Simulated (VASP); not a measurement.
Consider the following.

```yaml
crystal:
  lattice:
    - [2.16683, -3.75306, 0.00000]
    - [2.16683, 3.75306, 0.00000]
    - [0.00000, 0.00000, 7.06331]
  atoms:
    - { symbol: Cd, position: [0.66667, 0.33333, 0.50004] }
    - { symbol: Cd, position: [0.33333, 0.66667, 0.00004] }
    - { symbol: Se, position: [0.66667, 0.33333, 0.87596] }
    - { symbol: Se, position: [0.33333, 0.66667, 0.37596] }
```

All values below come from PBE GGA, VASP's PBE PAW potentials (set 64) (plane waves; VASP). Settings: 480 eV cut-off, 6×6×4 Γ-centred mesh, Gaussian smearing of 0.050 eV, potentials Cd Se.

Problem. Estimate the energy per atom (σ→0), pressure, band gap (on the k-mesh) with the smallest direct gap where there is one.

Solution. 
```yaml
band gap (on the k-mesh): 0.62 eV
smallest direct gap (on the k-mesh): 0.62 eV
energy per atom (σ→0): -2.740 eV/atom
pressure: 1.98 GPa
```

Only differences to runs with the same potentials and settings are physical.

The compound is CdSe in the wurtzite structure. It was relaxed first under an external pressure of 2 GPa.
